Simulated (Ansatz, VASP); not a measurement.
# Two plane-wave programs on TaF

```
Ta F
1.0
     2.44207   -1.53302    0.07976
     2.44207    1.53302    0.07976
    -1.90852    0.00000    8.10347
Ta F
2 2
Direct
  0.82700 0.82700 0.14552
  0.17300 0.17300 0.85448
  0.22830 0.22830 0.32271
  0.77170 0.77170 0.67729
```

Change from the starting cell: species swapped into the ZrBr type (C2/m, No. 12).

Alike in both runs: functional PBE; k mesh 8 × 8 × 3; occupations gaussian, width 0.2 eV; no spin polarisation.

Ansatz relaxed the structure, and its values are those at the end. VASP's run is a single point on that final structure, the one shown.

```csv
,VASP,Ansatz
version,VASP 6.6.1,Ansatz 0.2.0
potentials or method,"VASP PAW PBE potentials, release 64 (Ta_pv, F)","scalar-relativistic, plane waves, PAW"
plane-wave cutoff (eV),520,420
valence electrons in the cell,36,40
```

|  | VASP | Ansatz | Ansatz less VASP |
| --- | --- | --- | --- |
| gap on the k mesh at the Fermi level (eV) | none | none | - |
| pressure (GPa) | 0.4 | 0.2 | -0.15 |
| rms of the force components (eV/Å) | 0.015 | 0.013 | -0.0017 |

A gap of «none» marks a metal or a gap that the smearing closes. The two sets of potentials don't hold the same shells in valence.

Spin-orbit coupling is left out, which matters for the levels of Ta.
